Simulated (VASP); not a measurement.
Consider the following.

```xyz
2
Lattice="1.2680 -2.1793 0.0000 1.2680 2.1793 0.0000 0.0000 0.0000 3.9994" Properties=species:S:1:pos:R:3 pbc="T T T"
Co     1.2680     0.7264     0.9998
Co     1.3375    -0.7264     2.9995
```
Starting moments (μB, in the order of the record's atoms Co Co): 1.8 1.8.

Computed with PBE GGA, VASP's PBE PAW potentials (set 64) (plane waves; VASP). Settings: 400 eV cut-off, KSPACING 0.4 per Å, first-order Methfessel-Paxton smearing of 0.10 eV, potentials Co.

Q: Give the force on each atom (eV/Å).

A: 
```json
[
 {"atom": "Co1", "Fx": "0.202", "Fy": "0.020", "Fz": "0.000"},
 {"atom": "Co2", "Fx": "-0.202", "Fy": "-0.020", "Fz": "0.000"}
]
```

Q: Give the stress tensor in GPa (positive for a compressed cell).

A: 
```
-7.04  -1.14   0.00
-1.14  -5.32   0.00
 0.00   0.00  -2.72
```
The pressure is its mean diagonal, -5.03 GPa.

The compound is Co in the hcp structure. The cell was not relaxed at this level, atoms are displaced from their ideal sites. The run is one of a series of settings (KGAMMA = .TRUE., KSPACING = 0.4, KPOINTS file removed against the base run), some of them coarse on purpose.
